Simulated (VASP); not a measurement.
# Driving VASP from ASE on Mg (Magnesium), part 2 of 3

Do ASE scripts that read Mg (Magnesium) from different structure formats give one answer, and do several routes find one equilibrium volume? All runs use PBE. Left out of this account: 1 further run (self-consistent run: a reference on another mesh). The start is a cell from a database of measured crystal structures.

VASP 6.6.1; PBE; plane waves and PAW (Mg).

So far. Step 2 (A single point (PBE, through ASE)): The pressure is -0.57 GPa and the largest force 0.000 eV/Å, so the cell is not at a minimum at these settings. Step 3 (A single point (PBE, through ASE), try 2): The energy lies -11.06 meV an atom from the first script, on another mesh.

### Step 4. Full relaxation (PBE, through ASE)

The start need not lie at this functional's minimum. ISIF = 3 frees volume, shape and positions, and EDIFFG sets the threshold on forces and stress at which the search stops.

run.py

```python
import numpy as np
from ase.calculators.vasp import Vasp
from ase.io import read

atoms = read('Mg.cif')

calc = Vasp(
    xc='pbe',
    pp='PBE',
    prec='Accurate',
    encut=400,
    ediff=1e-06,
    nelm=100,
    ismear=-1,
    sigma=0.05,
    lreal=False,
    algo='Normal',
    nbands=8,
    lorbit=11,
    lwave=False,
    lcharg=False,
    kpar=2,
    ibrion=2,
    nsw=60,
    isif=3,
    ediffg=-0.01,
    pp_version='64',
    setups={'Mg': ''},
    kpts=(14, 14, 8),
    gamma=True,
    txt='vasp.out',
)
atoms.calc = calc

print("energy (eV):", round(atoms.get_potential_energy(), 6))
print("Fermi level (eV):", round(calc.get_fermi_level(), 4))
print("forces (eV/A):")
print(np.round(atoms.get_forces(), 4))
print("stress (GPa, Voigt, tension positive):", np.round(atoms.get_stress() * 160.21766, 3))
print("cell (A, degrees):", np.round(atoms.cell.cellpar(), 4))
print("volume (A^3):", round(atoms.get_volume(), 4))
print("positions:")
print(np.round(atoms.get_scaled_positions(), 5))
```

Mg.cif

```cif
data_Mg
_cell_length_a 3.20930000
_cell_length_b 3.20930000
_cell_length_c 5.21030000
_cell_angle_alpha 90.00000000
_cell_angle_beta 90.00000000
_cell_angle_gamma 120.00000000
_space_group_name_H-M_alt 'P1'
_space_group_name_Hall 'P 1'
_space_group_IT_number 1
loop_
_space_group_symop_operation_xyz
'x,y,z'
loop_
_atom_site_label
_atom_site_type_symbol
_atom_site_symmetry_multiplicity
_atom_site_Wyckoff_symbol
_atom_site_fract_x
_atom_site_fract_y
_atom_site_fract_z
_atom_site_occupancy
Mg1 Mg 1 a 0.3333333333 0.6666666667 0.2500000000 1
Mg2 Mg 1 a 0.6666666667 0.3333333333 0.7500000000 1
```

PAW data sets: Mg (PBE family, release 64).

Run with:

```bash
export ASE_VASP_COMMAND="mpirun -np 2 vasp_std"
python run.py
```

The log of the run:

```text
energy (eV): -3.017782
Fermi level (eV): 2.6746
forces (eV/A):
[[ 0. -0.  0.]
 [-0.  0. -0.]]
stress (GPa, Voigt, tension positive): [-0.012 -0.012 -0.009  0.    -0.    -0.   ]
cell (A, degrees): [  3.1865   3.1865   5.2003  90.      90.     120.    ]
volume (A^3): 45.7282
positions:
[[0.33333 0.66667 0.25   ]
 [0.66667 0.33333 0.75   ]]
```

It took 15 s on 2 MPI ranks of Intel Xeon 6975P-C (Granite Rapids), shared host; peak memory 0.31 GiB.

The INCAR that ASE wrote:

```
ENCUT = 400.000000
SIGMA = 0.050000
EDIFF = 1.00e-06
EDIFFG = -1.00e-02
ALGO = Normal
GGA = PE
PREC = Accurate
IBRION = 2
ISIF = 3
ISMEAR = -1
KPAR = 2
LORBIT = 11
NBANDS = 8
NELM = 100
NSW = 60
LCHARG = .FALSE.
LWAVE = .FALSE.
LREAL = .FALSE.
```

ASE turned this into the KPOINTS:

```
KPOINTS created by Atomic Simulation Environment
0
Gamma
14 14 8
0 0 0
```

VASP's own log, vasp.out:

```text
[... set-up lines as in an earlier step ...]
 entering main loop
       N       E                     dE             d eps       ncg     rms          rms(c)
DAV:   1    -0.114101922952E+01   -0.11410E+01   -0.11448E+03  1920   0.289E+02
DAV:   2    -0.302261934548E+01   -0.18816E+01   -0.17757E+01  2664   0.185E+01
DAV:   3    -0.303254486677E+01   -0.99255E-02   -0.99229E-02  2544   0.176E+00
DAV:   4    -0.303257256654E+01   -0.27700E-04   -0.27699E-04  2856   0.776E-02
DAV:   5    -0.303257261957E+01   -0.53035E-07   -0.53296E-07  2520   0.260E-03    0.961E-01
DAV:   6    -0.302663889692E+01    0.59337E-02   -0.63998E-04  2344   0.208E-01    0.616E-01
DAV:   7    -0.301918215827E+01    0.74567E-02   -0.25169E-03  2000   0.362E-01    0.343E-02
DAV:   8    -0.301919537224E+01   -0.13214E-04   -0.16231E-05  3032   0.255E-02    0.758E-03
DAV:   9    -0.301919402365E+01    0.13486E-05   -0.12278E-06  2192   0.577E-03    0.623E-04
DAV:  10    -0.301919376822E+01    0.25543E-06   -0.47217E-09  1272   0.464E-04
   1 F= -.30191938E+01 E0= -.30162542E+01  d E =-.301919E+01
 curvature:   0.00 expect dE= 0.000E+00 dE for cont linesearch  0.000E+00
 trial: gam= 0.00000 g(F)=  0.145E-49 g(S)=  0.201E-02 ort = 0.000E+00 (trialstep = 0.100E+01)
 search vector abs. value=  0.201E-02
 bond charge predicted
       N       E                     dE             d eps       ncg     rms          rms(c)
DAV:   1    -0.302048828673E+01   -0.12943E-02   -0.53444E-03  2448   0.346E-01    0.234E-02
DAV:   2    -0.302048074513E+01    0.75416E-05   -0.21143E-05  2128   0.303E-02    0.150E-02
DAV:   3    -0.302047517678E+01    0.55683E-05   -0.21735E-06  2552   0.796E-03    0.704E-04
DAV:   4    -0.302047502262E+01    0.15416E-06   -0.21595E-08  1152   0.938E-04
   2 F= -.30204750E+01 E0= -.30175759E+01  d E =-.128125E-02
[...]
3 F= -.30205719E+01 E0= -.30176879E+01  d E =-.137818E-02
[...]
4 F= -.30205716E+01 E0= -.30176888E+01  d E =-.137783E-02
[...]
5 F= -.30205879E+01 E0= -.30177166E+01  d E =-.162870E-04
 ZBRENT: can't locate minimum, use default step
 trial-energy change:   -0.000016  1 .order   -0.000016   -0.000019   -0.000014
 step:   4.3016(harm=  4.5521)  dis= 0.00000  next Energy=    -3.020611 (dE=-0.392E-04)
 bond charge predicted
       N       E                     dE             d eps       ncg     rms          rms(c)
DAV:   1    -0.302060873466E+01   -0.20747E-04   -0.44395E-04  2504   0.827E-02    0.926E-03
DAV:   2    -0.302060781554E+01    0.91913E-06   -0.23349E-06  2192   0.931E-03
   6 F= -.30206078E+01 E0= -.30177819E+01  d E =-.362196E-04
 curvature:  -2.32 expect dE=-0.162E-05 dE for cont linesearch -0.741E-08
 trial: gam= 0.00166 g(F)=  0.580E-49 g(S)=  0.696E-06 ort =-0.238E-06 (trialstep = 0.172E+01)
 search vector abs. value=  0.696E-06
 reached required accuracy - stopping structural energy minimisation
```

Parts of OUTCAR (step 4):

```text
 Found    120 irreducible k-points:

   NELECT =       4.0000    total number of electrons

 E-fermi :   2.6746

 k-point     1 :       0.0000    0.0000    0.0000
  band No.  band energies     occupation
      1      -4.2942      2.00000
      2       0.9380      2.00000
      3       1.3652      2.00000
      4      13.6726      0.00000
      5      13.6726      0.00000
      6      13.8075      0.00000
      7      13.8075      0.00000
      8      14.4776      0.00000

 k-point     2 :       0.0714   -0.0000    0.0000
  band No.  band energies     occupation
      1      -4.1931      2.00000
      2       1.0304      2.00000
      3       1.4635      2.00000
      4      11.7581      0.00000
      5      12.6431      0.00000
      6      13.4302      0.00000
      7      14.9738      0.00000
      8      15.2618      0.00000

  Total        0.0033506      0.0033506      0.0025319      0.0000000     -0.0000000      0.0000000
  in kB        0.1173963      0.1173963      0.0887100      0.0000000     -0.0000000      0.0000000
  external PRESSURE =       0.1078342 kB  Pullay stress =       0.0000000 kB

  energy-cutoff  :      400.00
  volume of cell :       45.73
      direct lattice vectors                 reciprocal lattice vectors
     3.186475851 -0.000000000 -0.000000000     0.313826323  0.181187712 -0.000000000
    -1.593237926  2.759569036  0.000000000     0.000000000  0.362375424 -0.000000000
     0.000000000  0.000000000  5.200348668    -0.000000000 -0.000000000  0.192294799

 POSITION                                       TOTAL-FORCE (eV/Angst)
 -----------------------------------------------------------------------------------
     -0.00000      1.83971      1.30009         0.000000     -0.000000      0.000000
      1.59324      0.91986      3.90026        -0.000000      0.000000     -0.000000
 -----------------------------------------------------------------------------------
    total drift:                               -0.000000      0.000000     -0.000000

  FREE ENERGIE OF THE ION-ELECTRON SYSTEM (eV)
  ---------------------------------------------------
  free  energy   TOTEN  =        -3.0206078155 eV

  energy  without entropy=       -3.0149560391  energy(sigma->0) =       -3.01778193

 reached required accuracy - stopping structural energy minimisation

 total charge
# of ion       s       p       d       tot
------------------------------------------
    1        0.209   0.127   0.012   0.347
    2        0.209   0.127   0.012   0.347
--------------------------------------------------
tot          0.418   0.254   0.023   0.695

[... 7 parts as in an earlier step ...]

[... 6 further parts left out ...]
```

CONTCAR:

```
Mg
   1.00000000000000
     3.1864758513496252   -0.0000000000000002   -0.0000000000000000
    -1.5932379256748121    2.7595690358144225    0.0000000000000000
     0.0000000000000000    0.0000000000000000    5.2003486678436239
  Mg
     2
Direct
     0.3333333332999970    0.6666666667000030    0.2500000000000000
     0.6666666667000030    0.3333333332999970    0.7500000000000000
```

The run keeps the 24 symmetry operations of its start, so it cannot find a distortion of lower symmetry.

Step by step:

| step | energy less that of the first step (eV) | largest force (eV/Å) | pressure (GPa) | volume (Å³) |
| --- | --- | --- | --- | --- |
| 1 | 0.0000 | 0.0000 | -0.57 | 46.47 |
| 2 | -0.0013 | 0.0000 | -0.15 | 45.92 |
| 3 | -0.0014 | 0.0000 | 0.00 | 45.73 |
| 4 | -0.0014 | 0.0000 | 0.02 | 45.72 |
| 5 | -0.0014 | 0.0000 | 0.02 | 45.72 |
| 6 | -0.0014 | 0.0000 | 0.01 | 45.73 |

| conventional cell, symmetrised | before | after | change |
| --- | --- | --- | --- |
| a (Å) | 3.209 | 3.186 | -0.7 % |
| b (Å) | 3.209 | 3.186 | -0.7 % |
| c (Å) | 5.210 | 5.200 | -0.2 % |
| volume (Å³/atom) | 23.24 | 22.86 | -1.6 % |

Final coordinates:

```xyz
2
Lattice="3.1865 0.0000 0.0000 -1.5932 2.7596 0.0000 0.0000 0.0000 5.2003" Properties=species:S:1:pos:R:3 pbc="T T T"
Mg    0.0000    1.8397    1.3001
Mg    1.5932    0.9199    3.9003
```

This step gave:

* irreducible k-points: 120
* free energy (TOTEN): -3.021 eV
* energy at zero smearing: -3.018 eV
* Fermi energy: 2.675 eV
* pressure: 0.01078 GPa
* SCF cycles over all ionic steps: 22

It ends with forces that vanish by symmetry and a pressure of 0.01 GPa.

### Step 5. Equation of state by an ASE loop (PBE)

An ASE loop scales the volume and fits the energies, which gives the bulk modulus from energies alone.

run.py

```python
import numpy as np
from ase.calculators.vasp import Vasp
from ase.io import read
from ase.eos import EquationOfState
from ase.units import GPa

atoms = read('structure.vasp')

calc = Vasp(
    xc='pbe',
    pp='PBE',
    prec='Accurate',
    encut=400,
    ediff=1e-06,
    nelm=100,
    ismear=-1,
    sigma=0.05,
    lreal=False,
    algo='Normal',
    nbands=8,
    lorbit=11,
    lwave=False,
    lcharg=False,
    kpar=2,
    isif=2,
    pp_version='64',
    setups={'Mg': ''},
    kpts=(14, 14, 8),
    gamma=True,
    txt='vasp.out',
)
atoms.calc = calc

cell, volumes, energies = atoms.get_cell(), [], []
for x in [0.94, 0.96, 0.98, 1.0, 1.02, 1.04, 1.06]:
    atoms.set_cell(cell * x ** (1 / 3), scale_atoms=True)
    volumes.append(atoms.get_volume())
    energies.append(atoms.get_potential_energy())
    print(f"{x:.2f}  V = {volumes[-1]:.4f} A^3  E = {energies[-1]:.6f} eV")
v0, e0, b0 = EquationOfState(volumes, energies, eos="birchmurnaghan").fit()
print(f"V0 = {v0:.4f} A^3  E0 = {e0:.6f} eV  B0 = {b0 / GPa:.2f} GPa")
```

structure.vasp

```
Mg
1.0
    3.2093000000      0.0000000000      0.0000000000
   -1.6046500000      2.7793353284      0.0000000000
    0.0000000000      0.0000000000      5.2103000000
Mg
2
Direct
    0.3333333333      0.6666666667      0.2500000000
    0.6666666667      0.3333333333      0.7500000000
```

The log of the run:

```text
0.94  V = 43.6860 A^3  E = -3.006413 eV
0.96  V = 44.6154 A^3  E = -3.014414 eV
0.98  V = 45.5449 A^3  E = -3.017537 eV
1.00  V = 46.4744 A^3  E = -3.016254 eV
1.02  V = 47.4039 A^3  E = -3.010992 eV
1.04  V = 48.3334 A^3  E = -3.002136 eV
1.06  V = 49.2629 A^3  E = -2.990034 eV
V0 = 45.7250 A^3  E0 = -3.017618 eV  B0 = 36.59 GPa
```

Wall time 41 s (2 MPI ranks); peak memory 0.29 GiB.

ASE turned this into the INCAR:

```
ENCUT = 400.000000
SIGMA = 0.050000
EDIFF = 1.00e-06
ALGO = Normal
GGA = PE
PREC = Accurate
ISIF = 2
ISMEAR = -1
KPAR = 2
LORBIT = 11
NBANDS = 8
NELM = 100
LCHARG = .FALSE.
LWAVE = .FALSE.
LREAL = .FALSE.
```

The KPOINTS that ASE wrote:

```
KPOINTS created by Atomic Simulation Environment
0
Gamma
14 14 8
0 0 0
```

vasp.out (the last of its runs):

```text
[banner, memory and clock lines left out]
running    2 mpi-ranks, on    1 nodes
 distrk:  each k-point on    1 cores,    2 groups
 distr:  one band on    1 cores,    1 groups

 POSCAR found type information on POSCAR Mg
 POSCAR found :  1 types and       2 ions
 LDA part: xc-table for (Slater+PW92), standard interpolation
 POSCAR, INCAR and KPOINTS ok, starting setup
 FFT: planning ... GRIDC
 FFT: planning ... GRID_SOFT
 FFT: planning ... GRID
 WAVECAR not read
 WARNING: random wavefunctions but no delay for mixing, default for NELMDL
 entering main loop
       N       E                     dE             d eps       ncg     rms          rms(c)
DAV:   1    -0.113220872649E+01   -0.11322E+01   -0.11018E+03  1920   0.284E+02
DAV:   2    -0.299638193651E+01   -0.18642E+01   -0.18080E+01  2640   0.183E+01
DAV:   3    -0.300630458408E+01   -0.99226E-02   -0.99163E-02  2512   0.178E+00
DAV:   4    -0.300632915951E+01   -0.24575E-04   -0.24575E-04  2880   0.780E-02
DAV:   5    -0.300632921230E+01   -0.52785E-07   -0.52518E-07  2496   0.257E-03    0.970E-01
DAV:   6    -0.300069685388E+01    0.56324E-02   -0.81805E-04  2296   0.232E-01    0.623E-01
DAV:   7    -0.299310081409E+01    0.75960E-02   -0.32634E-03  1968   0.407E-01    0.357E-02
DAV:   8    -0.299311565759E+01   -0.14843E-04   -0.19239E-05  3000   0.278E-02    0.813E-03
DAV:   9    -0.299311378419E+01    0.18734E-05   -0.14428E-06  2176   0.623E-03    0.625E-04
DAV:  10    -0.299311346104E+01    0.32315E-06   -0.58802E-09  1320   0.517E-04
   1 F= -.29931135E+01 E0= -.29900341E+01  d E =-.615878E-02
```

OUTCAR, selected parts (step 5):

```text
   ENCUT  =  400.0 eV  29.40 Ry    5.42 a.u.   5.34  5.34  8.66*2*pi/ulx,y,z

   NELECT =       4.0000    total number of electrons

 E-fermi :   2.2982

 k-point     1 :       0.0000    0.0000    0.0000
  band No.  band energies     occupation
      1      -4.3571      2.00000
      2       0.7091      2.00000
      3       1.0306      2.00000
      4      12.7869      0.00000
      5      12.7869      0.00000
      6      12.8127      0.00000
      7      12.8127      0.00000
      8      13.7074      0.00000

  Total       -0.7429422     -0.7429422     -0.6717314     -0.0000000      0.0000000      0.0000000
  in kB      -24.1627170    -24.1627170    -21.8467262     -0.0000000      0.0000000      0.0000000
  external PRESSURE =     -23.3907200 kB  Pullay stress =       0.0000000 kB

 POSITION                                       TOTAL-FORCE (eV/Angst)
 -----------------------------------------------------------------------------------
     -0.00000      1.88923      1.32812        -0.000000      0.000000      0.000000
      1.63612      0.94462      3.98437         0.000000     -0.000000      0.000000
 -----------------------------------------------------------------------------------
    total drift:                               -0.000000      0.000000     -0.000000

  FREE ENERGIE OF THE ION-ELECTRON SYSTEM (eV)
  ---------------------------------------------------
  free  energy   TOTEN  =        -2.9931134610 eV

  energy  without entropy=       -2.9869546795  energy(sigma->0) =       -2.99003407

[... 4 parts as in an earlier step ...]

[... 12 further parts left out ...]
```

This step gave:

* bulk modulus: 36.59 GPa
* equilibrium volume of the fit: 22.86 Å³/atom

The fitted volume lies -0.01 % from the relaxed one.

### Step 6. Relaxation driven by ASE (PBE)

Here ASE drives the relaxation and calls VASP for forces and stress at each step.

run.py

```python
import numpy as np
from ase.calculators.vasp import Vasp
from ase import Atoms
from ase.optimize import BFGS
from ase.filters import FrechetCellFilter

atoms = Atoms(['Mg', 'Mg'],
              cell=[[3.2093, 0.0, 0.0], [-1.60465, 2.77933533, 0.0], [0.0, 0.0, 5.2103]],
              scaled_positions=[[0.33333333, 0.66666667, 0.25], [0.66666667, 0.33333333, 0.75]],
              pbc=True)

calc = Vasp(
    xc='pbe',
    pp='PBE',
    prec='Accurate',
    encut=400,
    ediff=1e-06,
    nelm=100,
    ismear=-1,
    sigma=0.05,
    lreal=False,
    algo='Normal',
    nbands=8,
    lorbit=11,
    lwave=False,
    lcharg=False,
    kpar=2,
    isif=2,
    pp_version='64',
    setups={'Mg': ''},
    kpts=(14, 14, 8),
    gamma=True,
    txt='vasp.out',
)
atoms.calc = calc

BFGS(FrechetCellFilter(atoms)).run(fmax=0.02, steps=30)
print("cell (A, degrees):", np.round(atoms.cell.cellpar(), 4))
print("volume (A^3):", round(atoms.get_volume(), 4))
print("energy (eV):", round(atoms.get_potential_energy(), 6))
print("Fermi level (eV):", round(calc.get_fermi_level(), 4))
print("forces (eV/A):")
print(np.round(atoms.get_forces(), 4))
print("stress (GPa, Voigt, tension positive):", np.round(atoms.get_stress() * 160.21766, 3))
```

The log of the run:

```text
Step     Time          Energy          fmax
BFGS:    0 --:--:--       -3.019194        0.091309
BFGS:    1 --:--:--       -3.019475        0.081967
BFGS:    2 --:--:--       -3.020568        0.012696
cell (A, degrees): [  3.1897   3.1897   5.1884  90.      90.     120.    ]
volume (A^3): 45.7164
energy (eV): -3.017687
Fermi level (eV): 2.6799
forces (eV/A):
[[-0.  0.  0.]
 [ 0. -0.  0.]]
stress (GPa, Voigt, tension positive): [ 0.019  0.019 -0.089  0.     0.    -0.   ]
```

The job ended after 19 s (2 MPI ranks; peak memory 0.3 GiB).

ASE turned this into the INCAR:

```
ENCUT = 400.000000
SIGMA = 0.050000
EDIFF = 1.00e-06
ALGO = Normal
GGA = PE
PREC = Accurate
ISIF = 2
ISMEAR = -1
KPAR = 2
LORBIT = 11
NBANDS = 8
NELM = 100
LCHARG = .FALSE.
LWAVE = .FALSE.
LREAL = .FALSE.
```

The KPOINTS that ASE wrote:

```
KPOINTS created by Atomic Simulation Environment
0
Gamma
14 14 8
0 0 0
```

vasp.out (the last of its runs):

```text
[... set-up lines as in an earlier step ...]
 entering main loop
       N       E                     dE             d eps       ncg     rms          rms(c)
DAV:   1    -0.126542620701E+01   -0.12654E+01   -0.11356E+03  1920   0.286E+02
DAV:   2    -0.302431322599E+01   -0.17589E+01   -0.16823E+01  2664   0.184E+01
DAV:   3    -0.303402256674E+01   -0.97093E-02   -0.97072E-02  2584   0.176E+00
DAV:   4    -0.303404561771E+01   -0.23051E-04   -0.23051E-04  2752   0.751E-02
DAV:   5    -0.303404568589E+01   -0.68176E-07   -0.68281E-07  2576   0.312E-03    0.959E-01
DAV:   6    -0.302799550791E+01    0.60502E-02   -0.59652E-04  2336   0.201E-01    0.614E-01
DAV:   7    -0.302055757822E+01    0.74379E-02   -0.23338E-03  1960   0.350E-01    0.339E-02
DAV:   8    -0.302056995423E+01   -0.12376E-04   -0.15829E-05  3072   0.252E-02    0.745E-03
DAV:   9    -0.302056871657E+01    0.12377E-05   -0.11899E-06  2120   0.570E-03    0.623E-04
DAV:  10    -0.302056848035E+01    0.23622E-06   -0.46198E-09  1352   0.457E-04
   1 F= -.30205685E+01 E0= -.30176870E+01  d E =-.576296E-02
```

(Part 2 of 3 ends here.)

[Lines on the potential files, build, host, timing and source positions are cut from VASP's logs without a mark.]

[Logs are printed without paths, hosts, clocks, repeated set-up lines and the standing remarks that a program may print on its own settings, such as how far it seeks lower states.]

[Hosts, paths, dates, database ids (printed as entryN), source tags and the programs' standing remarks are cut or masked in the printed files.]

[A measured line is paired with the nearest computed mode of its activity, which favours agreement.]
